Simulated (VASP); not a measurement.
# TiFe4 (Fmmm) in VASP: notebook

One crystal, TiFe4, is run at these levels: PBE; tasks: single point.

Program: VASP 6.6.1. These are calculated values, not measurements. Logs are shortened: lines on timing, memory, paths and dates and some standing lists are left out, and cuts for length are marked.

## (1) The crystal as given

It takes space group Fmmm (No. 69, orthorhombic). The conventional cell has a = 3.563 Å, b = 3.576 Å, c = 18.874 Å, α = 90.00°, β = 90.00°, γ = 90.00°. Ti (site symmetry mmm) is surrounded by 4 Ti at 2.52 Å and 8 Fe at 2.72 to 2.73 Å. Fe (site symmetry mm2) has 8 Fe at 2.48 to 2.52 Å and 4 Ti at 2.72 to 2.73 Å as nearest neighbours. Fe (site symmetry mm2) is surrounded by 12 Fe at 2.48 to 2.59 Å.

The cell comes from a database or a generator and needn't be the stable form of this composition.

## (2) Single point, PBE, collinear spin, typed start

File INCAR:

```
SYSTEM = TiFe4
ALGO = Normal
EDIFF = 1E-7
ENCUT = 520
GGA = PE
ISIF = 2
ISMEAR = 0
ISPIN = 2
LASPH = .TRUE.
LCHARG = .TRUE.
LELF = .TRUE.
LMAXMIX = 4
LORBIT = 11
LREAL = .FALSE.
LVHAR = .TRUE.
LWAVE = .FALSE.
MAGMOM = -1 4 4 4 4
NBANDS = 34
NELM = 150
PREC = Accurate
SIGMA = 0.1
```

File KPOINTS:

```
k-points
0
G
  6 6 6
  0 0 0
```

File POSCAR:

```
TiFe4
1.0
    0.0000000000      1.7879490000      9.4368986093
    1.7812670356      0.0000000000      9.4368986093
    1.7812670356      1.7879490000      0.0000000000
Ti Fe
1 4
Direct
    0.0000000000      0.0000000000      0.0000000000
    0.3909085000      0.3909085000      0.6090915000
    0.7997525000      0.7997525000      0.2002475000
    0.2002475000      0.2002475000      0.7997525000
    0.6090915000      0.6090915000      0.3909085000
```

Potentials or basis: VASP PAW PBE potentials, release 64 (Ti_sv, Fe).

Command:

```console
cat potpaw_PBE.64/Ti_sv/POTCAR potpaw_PBE.64/Fe/POTCAR > POTCAR
mpirun -np 1 vasp_std > vasp.out
```

OUTCAR:

```text
SYSTEM = TiFe4
   EDIFF = 1E-7
   ENCUT = 520
   GGA = PE
   ISIF = 2
   ISMEAR = 0
   ISPIN = 2
   LASPH = .TRUE.
   LORBIT = 11
   LREAL = .FALSE.
   NELM = 150
   PREC = Accurate

 ion  position               nearest neighbor table
   1  0.000  0.000  0.000-   5 2.72   5 2.72   2 2.72   2 2.72   2 2.73   5 2.73   5 2.73   2 2.73

   2  0.391  0.391  0.609-   3 2.48   3 2.48   3 2.48   3 2.48   1 2.72   1 2.72   1 2.73   1 2.73

   3  0.800  0.800  0.200-   2 2.48   2 2.48   2 2.48   2 2.48   4 2.59   4 2.59   4 2.59   4 2.59

   4  0.200  0.200  0.800-   5 2.48   5 2.48   5 2.48   5 2.48   3 2.59   3 2.59   3 2.59   3 2.59

   5  0.609  0.609  0.391-   4 2.48   4 2.48   4 2.48   4 2.48   1 2.72   1 2.72   1 2.73   1 2.73

  LATTYP: Found a face centered orthorhombic cell.
 ALAT       =     3.5625340712
 B/A-ratio  =     1.0037512424
 C/A-ratio  =     5.2978573233

  Lattice vectors:

 A1 = (   0.0000000000,   1.7879490000,   9.4368986093)
 A2 = (   1.7812670356,   0.0000000000,   9.4368986093)
 A3 = (   1.7812670356,   1.7879490000,   0.0000000000)

Analysis of symmetry for initial positions (statically):
=====================================================================
 Subroutine PRICEL returns:
 Original cell was already a primitive cell.

 Routine SETGRP: Setting up the symmetry group for a
 face centered orthorhombic supercell.

 Subroutine GETGRP returns: Found  8 space group operations
 (whereof  8 operations were pure point group operations)
 out of a pool of  8 trial point group operations.

The static configuration has the point symmetry D_2h.

Analysis of symmetry for dynamics (positions and initial velocities):
=====================================================================
 Subroutine PRICEL returns:
 Original cell was already a primitive cell.

 Routine SETGRP: Setting up the symmetry group for a
 face centered orthorhombic supercell.

 Subroutine GETGRP returns: Found  8 space group operations
 (whereof  8 operations were pure point group operations)
 out of a pool of  8 trial point group operations.

The dynamic configuration has the point symmetry D_2h.

Analysis of structural, dynamic, and magnetic symmetry:
=====================================================================
 Subroutine PRICEL returns:
 Original cell was already a primitive cell.

 Routine SETGRP: Setting up the symmetry group for a
 face centered orthorhombic supercell.

 Subroutine GETGRP returns: Found  8 space group operations
 (whereof  8 operations were pure point group operations)
 out of a pool of  8 trial point group operations.

The overall configuration has the point symmetry D_2h.

 Subroutine INISYM returns: Found  8 space group operations
 (whereof  8 operations are pure point group operations),
 and found     1 'primitive' translations

----------------------------------------------------------------------------------------

                                     Primitive cell

  volume of cell :      60.1095

  direct lattice vectors                    reciprocal lattice vectors
     0.000000000  1.787949000  9.436898609    -0.280699070  0.279650035  0.052983509
     1.781267036  0.000000000  9.436898609     0.280699070 -0.279650035  0.052983509
     1.781267036  1.787949000  0.000000000     0.280699070  0.279650035 -0.052983509

  length of vectors
     9.604780944  9.603539327  2.523821285     0.399754127  0.399754127  0.399754127

  position of ions in fractional coordinates (direct lattice)
     0.000000000  0.000000000  0.000000000
     0.390908500  0.390908500  0.609091500
     0.799752500  0.799752500  0.200247500
     0.200247500  0.200247500  0.799752500
     0.609091500  0.609091500  0.390908500

  ion indices of the primitive-cell ions
   primitive index   ion index
                 1           1
                 2           2
                 3           3
                 4           4
                 5           5

----------------------------------------------------------------------------------------

 KPOINTS: k-points

Automatic generation of k-mesh.
 Grid dimensions read from file:
 generate k-points for:    6    6    6

 Generating k-lattice:

  Cartesian coordinates                     Fractional coordinates (reciprocal lattice)
    -0.046783178  0.046608339  0.008830585     0.166666667  0.000000000 -0.000000000
     0.046783178 -0.046608339  0.008830585     0.000000000  0.166666667  0.000000000
     0.046783178  0.046608339 -0.008830585    -0.000000000  0.000000000  0.166666667

  Length of vectors
     0.066625688  0.066625688  0.066625688

  Shift w.r.t. Gamma in fractional coordinates (k-lattice)
     0.000000000  0.000000000  0.000000000

 Subroutine IBZKPT returns following result:
 ===========================================

 Found     46 irreducible k-points:

 Following reciprocal coordinates:
            Coordinates               Weight
  0.000000  0.000000  0.000000      1.000000
  0.166667  0.000000  0.000000      8.000000
  0.333333  0.000000  0.000000      8.000000
  0.500000  0.000000  0.000000      4.000000
  0.166667  0.166667  0.000000      2.000000
  0.333333  0.166667  0.000000      8.000000
[... 16 lines left out ...]
 -0.166667  0.166667  0.166667      8.000000
  0.500000  0.333333  0.166667      4.000000
 [... further k-points ...]
   k-points           NKPTS =     46   k-points in BZ     NKDIM =     46   number of bands    NBANDS=     34
   number of dos      NEDOS =    301   number of ions     NIONS =      5
   total plane-waves  NPLWV = 103680
   dimension x,y,z NGX =    72 NGY =   72 NGZ =   20
   dimension x,y,z NGXF=   144 NGYF=  144 NGZF=   40
   ions per type =               1   4
   NGX,Y,Z   is equivalent  to a cutoff of  12.46, 12.46, 13.17 a.u.
   NGXF,Y,Z  is equivalent  to a cutoff of  24.92, 24.93, 26.35 a.u.
 SYSTEM =  TiFe4
   PREC   = accura    normal or accurate (medium, high low for compatibility)
   ISTART =      0    job   : 0-new  1-cont  2-samecut
   ICHARG =      2    charge: 1-file 2-atom 10-const
   ISPIN  =      2    spin polarized calculation?
   LNONCOLLINEAR =      F non collinear calculations
   LSORBIT =      F    spin-orbit coupling
   LASPH  =      T    aspherical Exc in radial PAW
   ENCUT  =  520.0 eV  38.22 Ry    6.18 a.u.  17.86 17.86  4.69*2*pi/ulx,y,z
   NELM   =    150;   NELMIN=  2; NELMDL= -5     # of ELM steps
   EDIFF  = 0.1E-06   stopping-criterion for ELM
   LREAL  =      F    real-space projection
   EDIFFG = 0.1E-05   stopping-criterion for IOM
   NSW    =      0    number of steps for IOM
   IBRION =     -1    ionic relax: 0-MD 1-quasi-New 2-CG
   NFREE  =      0    steps in history (QN), initial steepest desc. (CG)
   ISIF   =      2    stress and relaxation
   ISYM   =      2    0-nonsym 1-usesym 2-fastsym
   POTIM  = 0.5000    time-step for ionic-motion
   TEBEG  =    0.0;   TEEND  =   0.0 temperature during run
   PSTRESS=    0.0 pullay stress
   NELECT =      44.0000    total number of electrons
   NUPDOWN=      -1.0000    fix difference up-down
   EMIN   =  10.00;   EMAX   =-10.00  energy-range for DOS
   EFERMI =   0.00;   METHOD = LEGACY
   ISMEAR =     0;   SIGMA  =   0.10  broadening in eV -4-tet -1-fermi 0-gaus
   EFERMI_NEDOS =   21; number of points for ismear=-14 and -15
   IALGO  =     38    algorithm
   IMIX   =      4    mixing-type and parameters
     AMIX     =   0.40;   BMIX     =  1.00
     AMIX_MAG =   1.60;   BMIX_MAG =  1.00
  volume/ion in A,a.u.               =      12.02        81.13
  Fermi-wavevector in a.u.,A,eV,Ry     =   1.475405  2.788111 29.617432  2.176820
  Thomas-Fermi vector in A             =   2.590058
   LORBIT       =     11    0 simple, 1 ext, 2 COOP (PROOUT), +10 PAW based schemes
   GGA     = PE    functional components
   LHFCALC =     F    Hartree Fock is set to
   AEXX    =    0.0000 exact exchange contribution
   IVDW    =     0    specifies the selected vdW correction
   LEPSILON=     F    determine dielectric tensor
   LRPA    =     F    only Hartree local field effects (RPA)
 spin polarized calculation
 Gauss-broadening in eV      SIGMA  =   0.10
  energy-cutoff  :      520.00
  volume of cell :       60.11
 maximum number of plane-waves:      1648
   NGX = 35   NGY = 35   NGZ =  9

 number of electron      43.9999990 magnetization      10.9364891

 number of electron      43.9999995 magnetization       5.6916570

 Free energy of the ion-electron system (eV)
  ---------------------------------------------------
  ext. energy  EPLUGINS =         0.00000000
  ---------------------------------------------------
  free energy    TOTEN  =       -40.15800520 eV

  energy without entropy =      -40.10608618  energy(sigma->0) =      -40.13204569

 E-fermi :   6.7643     XC(G=0): -12.9364

 val. band max:        6.7634595015   @ k =  -0.1667   0.1667   0.0000
 cond. band min:       6.7646289739   @ k =   0.3333   0.5000   0.1667
 fundamental gap:      0.0011694724
 Fermi energy:         6.7642766521

 spin component 1

 k-point     1 :       0.0000    0.0000    0.0000
  band No.  band energies     occupation
      1     -49.5583      1.00000
      2     -25.7573      1.00000
      3     -25.1696      1.00000
      4     -25.1665      1.00000
      5      -1.2457      1.00000
      6       0.3378      1.00000
[... 26 lines left out ...]
     33      10.3188      0.00000
     34      11.3952      0.00000

 k-point     2 :       0.1667    0.0000    0.0000
  band No.  band energies     occupation
      1     -49.5103      1.00000
      2     -25.7165      1.00000
      3     -25.4856      1.00000
      4     -25.1402      1.00000
      5      -0.5272      1.00000
      6       0.8574      1.00000
[... 26 lines left out ...]
     33      10.8169      0.00000
     34      10.9932      0.00000
[... 775 lines left out ...]
     33      12.2773      0.00000
     34      13.0335      0.00000

 k-point    24 :       0.5000    0.3333    0.1667
  band No.  band energies     occupation
      1     -49.4630      1.00000
      2     -25.6769      1.00000
      3     -25.4677      1.00000
      4     -25.4360      1.00000
      5       0.2295      1.00000
      6       1.0829      1.00000
[... 26 lines left out ...]
     33      10.3956      0.00000
     34      12.9265      0.00000

 [... further k-points ...]

 spin component 2

 k-point     1 :       0.0000    0.0000    0.0000
  band No.  band energies     occupation
      1     -49.8696      1.00000
      2     -26.0895      1.00000
      3     -25.4712      1.00000
      4     -25.4682      1.00000
      5      -1.1288      1.00000
      6       0.5139      1.00000
[... 26 lines left out ...]
     33      10.1297      0.00000
     34      11.1414      0.00000

 k-point     2 :       0.1667    0.0000    0.0000
  band No.  band energies     occupation
      1     -49.8213      1.00000
      2     -26.0487      1.00000
      3     -25.7901      1.00000
      4     -25.4418      1.00000
      5      -0.4026      1.00000
      6       1.0224      1.00000
[... 26 lines left out ...]
     33      10.5778      0.00000
     34      11.2558      0.00000
[... 775 lines left out ...]
     33      12.7648      0.00000
     34      13.5082      0.00000

 k-point    24 :       0.5000    0.3333    0.1667
  band No.  band energies     occupation
      1     -49.7736      1.00000
      2     -26.0090      1.00000
      3     -25.7721      1.00000
      4     -25.7401      1.00000
      5       0.3849      1.00000
      6       1.1890      1.00000
[... 26 lines left out ...]
     33      10.6920      0.00000
     34      13.1869      0.00000

 [... further k-points ...]

------------------------ aborting loop because EDIFF is reached ----------------------------------------

  FORCE on cell =-STRESS in cart. coord.  units (eV):
  Direction    XX          YY          ZZ          XY          YZ          ZX
  --------------------------------------------------------------------------------------
  -------------------------------------------------------------------------------------
  Total        0.0463891      0.1059046     -2.6970083      0.0000000      0.0000000      0.0000000
  in kB        1.2364699      2.8228131    -71.8868456      0.0000000      0.0000000      0.0000000
  external PRESSURE =     -22.6091875 kB  Pullay stress =       0.0000000 kB

 VOLUME and BASIS-vectors are now :
 -----------------------------------------------------------------------------
  energy-cutoff  :      520.00
  volume of cell :       60.11
      direct lattice vectors                 reciprocal lattice vectors
     0.000000000  1.787949000  9.436898609    -0.280699070  0.279650035  0.052983509
     1.781267036  0.000000000  9.436898609     0.280699070 -0.279650035  0.052983509
     1.781267036  1.787949000  0.000000000     0.280699070  0.279650035 -0.052983509

 POSITION                                       TOTAL-FORCE (eV/Angst)
 -----------------------------------------------------------------------------------
      0.00000      0.00000      0.00000         0.000000      0.000000      0.000000
      1.78127      1.78795      7.37793         0.000000     -0.000000      0.218252
      1.78127      1.78795     15.09437         0.000000     -0.000000     -1.010266
      1.78127      1.78795      3.77943         0.000000     -0.000000      1.010266
      1.78127      1.78795     11.49587         0.000000     -0.000000     -0.218252
 -----------------------------------------------------------------------------------
    total drift:                                0.000000     -0.000000      0.000000

  FREE ENERGIE OF THE ION-ELECTRON SYSTEM (eV)
  ---------------------------------------------------
  free  energy   TOTEN  =       -40.1580051965 eV

  energy  without entropy=      -40.1060861835  energy(sigma->0) =      -40.13204569

 total charge

# of ion       s       p       d       tot
------------------------------------------
    1        2.264   6.163   2.034  10.462
    2        0.507   0.535   6.247   7.289
    3        0.488   0.525   6.243   7.256
    4        0.488   0.525   6.243   7.256
    5        0.507   0.535   6.247   7.289
--------------------------------------------------
tot          4.255   8.283  27.013  39.551

 magnetization (x)

# of ion       s       p       d       tot
------------------------------------------
    1       -0.013  -0.029  -0.324  -0.366
    2        0.002  -0.021   1.534   1.515
    3       -0.010  -0.027   1.584   1.546
    4       -0.010  -0.027   1.584   1.546
    5        0.002  -0.021   1.534   1.515
--------------------------------------------------
tot         -0.030  -0.125   5.911   5.755
```

Run time: 16 min. Hardware: 1 thread of Intel Xeon Platinum 8488C (Sapphire Rapids), shared host; peak memory 0.48 GiB.

What came out:

| Quantity | Value |
| --- | --- |
| Free energy | -40.1580 eV |
| Pressure | -2.3 GPa |
| Largest force | 1.010 eV/Å |
| Band gap on the k mesh | none (metal or under the smearing width) |
| Net moment | 5.69 μB per cell |
| Site moments | Ti -0.37; Fe +1.51, +1.55 μB |
| Valence electrons inside the program's atomic spheres | Ti 10.46; Fe 7.29, 7.26 |

Forces in eV/Å, atoms in the order of the input:
```
Ti   0.000  0.000  0.000
Fe   0.000  0.000  0.218
Fe   0.000  0.000 -1.010
Fe   0.000  0.000  1.010
Fe   0.000  0.000 -0.218
```

Caveat: the k mesh is coarse (spacing up to 0.42 Å⁻¹), so the values aren't converged; forces of over 1 eV/Å show positions far from the minimum, so gaps and moduli don't describe the material at rest.

[end of part 1 of 2]
